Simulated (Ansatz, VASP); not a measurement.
## BiB5: VASP beside Ansatz

```xyz
6
Lattice="4.7736 0.0000 0.0000 -2.3868 4.1341 0.0000 0.0000 0.0000 2.9902" Properties=species:S:1:pos:R:3 pbc="T T T"
B     2.3868    1.3780    0.0000
B     2.3868    0.0000    1.4951
B     1.1934    2.0670    1.4951
B    -1.1934    2.0670    1.4951
B     0.0000    2.7560    0.0000
Bi    0.0000    0.0000    0.0000
```

Change from the starting cell: species swapped into the SrPd5 type (P6/mmm, No. 191).

Alike in both runs: functional PBE; k mesh 6 × 6 × 4; occupations gaussian, width 0.1 eV; no spin polarisation.

Ansatz relaxed the structure, and its values are those at the end. VASP's run is a single point on that final structure, the one shown.

|  | VASP | Ansatz |
| --- | --- | --- |
| version | VASP 6.6.1 | Ansatz 0.2.0 |
| potentials or method | VASP PAW PBE potentials, release 64 (B, Bi_d) | scalar-relativistic, plane waves, PAW |
| plane-wave cutoff (eV) | 520 | 420 |
| valence electrons in the cell | 30 | 30 |

|  | VASP | Ansatz | Ansatz less VASP |
| --- | --- | --- | --- |
| gap on the k mesh at the Fermi level (eV) | none | none | - |
| pressure (GPa) | -0.1 | -0.1 | +0.02 |

A gap of «none» marks a metal or a gap that the smearing closes. The functional is the same, so the differences come from potentials, cutoffs and numerics.

Caveats: the k mesh is coarse (spacing up to 0.53 Å⁻¹), so the values aren't converged; spin-orbit coupling is left out, which moves the levels of the heavy elements.
